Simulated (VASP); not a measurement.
Take CdSe (wurtzite), without spin-orbit terms, in VASP with PAW potentials, and its band gap.

Q: One run gives 0.98 eV. Which level is it?
(A) AM05 (own cell)
(B) HSE06 (PBE cell)
(C) SCAN (own cell)
(D) revTPSS (own cell)

A: C, SCAN (own cell).  The others give 0.80 (revTPSS (own cell)), 1.47 (HSE06 (PBE cell)), 0.61 (AM05 (own cell)).

Only levels that ran to the end are used. Left out are those held back, those with too coarse a band path, GW runs whose mesh misses a band edge, hybrids' fits of cells that aren't cubic and levels without matching references; a question may draw on a part of the rest.

The compound is CdSe in the wurtzite structure.
